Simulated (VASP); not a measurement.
```
FeGe
1.0
    4.65735     0.00000     0.00000
    0.00000     4.65735     0.00000
    0.00000     0.00000     4.65735
Fe Ge
4 4
Direct
  0.86514   0.63486   0.36514
  0.36514   0.86514   0.63486
  0.13486   0.13486   0.13486
  0.63486   0.36514   0.86514
  0.15828   0.34172   0.65828
  0.65828   0.15828   0.34172
  0.84172   0.84172   0.84172
  0.34172   0.65828   0.15828
```
Starting moments (μB, in the order of the record's atoms Fe Fe Fe Fe Ge Ge Ge Ge): 1.1 1.1 1.1 1.1 -0.1 -0.1 -0.1 -0.1.

The numbers are results of PBE GGA, VASP's PBE PAW potentials (set 64) (plane waves; VASP), not measurements. Run with 400 eV cut-off, Gaussian smearing of 0.050 eV, potentials Fe Ge_d.

Task: Predict the cell moment, band gap (along the path) with the smallest direct gap where there is one.

Result: 
```yaml
band gap (along the path): none (metal, semimetal or under 0.01 eV)
cell_moment: 4.12 μB
```

Only differences to runs with the same potentials and settings are physical.

The compound is FeGe in the B20 structure. It was relaxed first.
